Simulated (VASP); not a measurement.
Given:

```yaml
crystal:
  lattice:
    - [0.00000, 2.18392, 2.18392]
    - [2.18392, 0.00000, 2.18392]
    - [2.18392, 2.18392, 0.00000]
  atoms:
    - { symbol: Al, position: [0.00000, 0.00000, 0.00000] }
    - { symbol: N, position: [0.75000, 0.75000, 0.75000] }
```

The numbers are results of r2SCAN meta-GGA, VASP's PBE PAW potentials (set 64) (plane waves; VASP), not measurements. Numerical set-up: PREC = Normal, EDIFF = 1E-5, 450 eV cut-off, 12×12×12 Γ-centred mesh, Gaussian smearing of 0.050 eV, potentials Al N.

At this cut-off the stress carries a Pulay error, which pulls relaxed volumes low.

Question: Predict the energy per atom (σ→0), pressure, band gap (on the k-mesh) with the smallest direct gap where there is one.

Answer: 
```json
{
  "band gap (on the k-mesh)": "3.93 eV",
  "smallest direct gap (on the k-mesh)": "4.89 eV",
  "energy per atom (σ→0)": "-9.589 eV/atom",
  "pressure": "-1.38 GPa"
}
```

Only differences to runs with the same potentials and settings are physical.

The compound is AlN in the zinc blende structure, a metastable form; wurtzite is the usual one. It was relaxed first.
